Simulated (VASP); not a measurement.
A run of VASP 6.6.1 is set up as follows.

Contents of INCAR:

```
PREC     = Accurate       # precision mode
ENCUT    = 520            # plane-wave cutoff, eV
EDIFF    = 1E-7           # SCF threshold, eV
ISMEAR   = -1             # smearing method
SIGMA    = 0.1            # smearing width, eV
LREAL    = F              # projectors in reciprocal space
LASPH    = T              # aspherical terms in the spheres
NELM     = 150            # most SCF steps
ALGO     = Normal         # electronic algorithm
ISIF     = 2              # what is computed and relaxed
LWAVE    = F              # write WAVECAR
LCHARG   = F              # write CHGCAR
ISPIN    = 2              # spin polarisation
MAGMOM   = 0 1 1 1        # initial moments
LORBIT   = 11             # projections on sites
LMAXMIX  = 4              # l up to which the mixer works
GGA      = PE             # functional
NBANDS   = 29             # bands
```

Contents of KPOINTS:

```
regular mesh
0
Gamma
  8 8 8
```

POSCAR

```
SiNi3
1.0
    3.4941292669      0.0000000000      0.0000000000
    0.0000000000      3.4941292669      0.0000000000
    0.0000000000      0.0000000000      3.4941292669
Si Ni
1 3
Direct
    0.0000000000      0.0000000000      0.0000000000
    0.0000000000      0.5000000000      0.5000000000
    0.5000000000      0.0000000000      0.5000000000
    0.5000000000      0.5000000000      0.0000000000
```

Potentials or basis: VASP PAW PBE potentials, release 64 (Si, Ni).

Launch:

```sh
$ cat potpaw_PBE.64/Si/POTCAR potpaw_PBE.64/Ni/POTCAR > POTCAR
$ mpirun -np 1 vasp_std > vasp.out
```

Estimate the net moment.

0.00 μB per cell.

Estimate the band gap on the k mesh.

none (metal or under the smearing width).

What does it give for the pressure?

2.4 GPa.
